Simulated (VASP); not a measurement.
Computed with PBE GGA, VASP's PBE PAW potentials (set 64) (plane waves; VASP).

VASP ran on this input.

**INCAR**
```
ALGO  =  Normal
EDIFF  =  1E-6
ENCUT  =  520
GGA  =  PE
ISIF  =  2
ISMEAR  =  0
ISPIN  =  2
LASPH  =  .TRUE.
LCHARG  =  .FALSE.
LMAXMIX  =  4
LORBIT  =  10
LREAL  =  .FALSE.
LWAVE  =  .FALSE.
MAGMOM  =  4.0 -4.0 0.0 0.0
NELM  =  100
PREC  =  Accurate
SIGMA  =  0.05
SYSTEM  =  FeO
```

**KPOINTS**
```
Regular mesh
0
Gamma
1 1 1
```

File POSCAR:
```
FeO
4.41660
  1.0000000000   0.5000000000   0.5000000000
  0.5000000000   1.0000000000   0.5000000000
  0.5000000000   0.5000000000   1.0000000000
Fe O
2 2
Cartesian
  0.0000000000   0.0000000000   0.0000000000
  1.0000000000   1.0000000000   1.0000000000
  0.5000000000   0.5000000000   0.5000000000
  1.5000000000   1.5000000000   1.5000000000
```

POTCAR, in this order: Fe O (PBE.64 set). Program: vasp_std.

Output of the run:

File OSZICAR:
```
       N       E                     dE             d eps       ncg     rms          rms(c)
DAV:   1     0.251638985573E+03    0.25164E+03   -0.14073E+04    72   0.182E+03
DAV:   2     0.816931219992E+01   -0.24347E+03   -0.23012E+03    78   0.418E+02
DAV:   3    -0.349875990749E+02   -0.43157E+02   -0.41891E+02   122   0.148E+02
DAV:   4    -0.362284148389E+02   -0.12408E+01   -0.12380E+01    88   0.290E+01
DAV:   5    -0.362621957880E+02   -0.33781E-01   -0.33768E-01    98   0.442E+00    0.266E+01
DAV:   6    -0.425295368593E+02   -0.62673E+01   -0.21764E+02   106   0.140E+02    0.703E+01
DAV:   7    -0.247074715515E+02    0.17822E+02   -0.23213E+02   136   0.121E+02    0.165E+01
DAV:   8    -0.240865693383E+02    0.62090E+00   -0.22061E+01    92   0.342E+01    0.720E+00
DAV:   9    -0.242843277578E+02   -0.19776E+00   -0.80133E-01   108   0.888E+00    0.681E+00
DAV:  10    -0.244552470086E+02   -0.17092E+00   -0.67587E-02   112   0.444E+00    0.655E+00
DAV:  11    -0.244679851791E+02   -0.12738E-01   -0.58484E-03   122   0.926E-01    0.639E+00
DAV:  12    -0.244350287546E+02    0.32956E-01   -0.66453E-01   104   0.130E+01    0.394E+00
DAV:  13    -0.243309672298E+02    0.10406E+00   -0.93404E-01   136   0.140E+01    0.351E+00
DAV:  14    -0.244169214917E+02   -0.85954E-01   -0.51175E-02   120   0.292E+00    0.244E+00
DAV:  15    -0.244556371096E+02   -0.38716E-01   -0.46647E-02   136   0.412E+00    0.765E-01
DAV:  16    -0.244598103834E+02   -0.41733E-02   -0.24825E-02   124   0.230E+00    0.509E-01
DAV:  17    -0.244621712002E+02   -0.23608E-02   -0.83967E-03   128   0.163E+00    0.188E-01
DAV:  18    -0.244626310275E+02   -0.45983E-03   -0.65090E-04   128   0.394E-01    0.512E-02
DAV:  19    -0.244626834482E+02   -0.52421E-04   -0.16412E-04   130   0.154E-01    0.573E-02
DAV:  20    -0.244626763331E+02    0.71151E-05   -0.40424E-05   108   0.843E-02    0.359E-02
DAV:  21    -0.244626762598E+02    0.73341E-07   -0.41082E-05   138   0.811E-02    0.122E-02
DAV:  22    -0.244626766746E+02   -0.41489E-06   -0.30709E-06    96   0.256E-02
   1 F= -.24462677E+02 E0= -.24462677E+02  d E =-.256386E-11  mag=     0.0000
```

File OUTCAR:
```
------------------------ aborting loop because EDIFF is reached ----------------------------------------
  FORCE on cell =-STRESS in cart. coord.  units (eV):
  Direction    XX          YY          ZZ          XY          YZ          ZX
  --------------------------------------------------------------------------------------
  Total       -3.4252534     -3.4252534     -3.4252534      2.0017266      2.0017266      2.0017266
  in kB     -127.3998991   -127.3998991   -127.3998991     74.4528180     74.4528180     74.4528180
  external PRESSURE =    -127.3998991 kB  Pullay stress =       0.0000000 kB
  volume of cell :       43.08
      direct lattice vectors                 reciprocal lattice vectors
     4.416600000  2.208300000  2.208300000     0.339627768 -0.113209256 -0.113209256
     2.208300000  4.416600000  2.208300000    -0.113209256  0.339627768 -0.113209256
     2.208300000  2.208300000  4.416600000    -0.113209256 -0.113209256  0.339627768
 POSITION                                       TOTAL-FORCE (eV/Angst)
 -----------------------------------------------------------------------------------
      0.00000      0.00000      0.00000         0.000000      0.000000     -0.000000
      4.41660      4.41660      4.41660         0.000000      0.000000     -0.000000
      2.20830      2.20830      2.20830        -0.000000     -0.000000      0.000000
      6.62490      6.62490      6.62490         0.000000     -0.000000     -0.000000
 -----------------------------------------------------------------------------------
    total drift:                                0.000000     -0.000000     -0.000000
  FREE ENERGIE OF THE ION-ELECTRON SYSTEM (eV)
  ---------------------------------------------------
  free  energy   TOTEN  =       -24.4626766746 eV

  energy  without entropy=      -24.4626766746  energy(sigma->0) =      -24.46267667

 total charge

# of ion       s       p       d       tot
------------------------------------------
    1        0.303   0.130   6.260   6.693
    2        0.303   0.130   6.260   6.693
    3        1.453   3.568   0.000   5.021
    4        1.453   3.568   0.000   5.021
--------------------------------------------------
tot          3.511   7.397  12.520  23.429

 magnetization (x)

# of ion       s       p       d       tot
------------------------------------------
    1        0.062   0.009   2.825   2.896
    2       -0.062  -0.009  -2.825  -2.896
    3        0.000   0.000   0.000   0.000
    4        0.000   0.000   0.000   0.000
--------------------------------------------------
tot          0.000   0.000   0.000   0.000
```
(Selected blocks of OUTCAR.)

The compound is FeO in the rock salt, AFM-II order structure. The cell was not relaxed at this level. The k-mesh is coarse (spacing up to 2.36 per Å, 2π included), so the numbers may not be converged in it. The run is one of a series of settings (KPOINTS 1×1×1 Γ-centred mesh against the base run), some of them coarse on purpose.
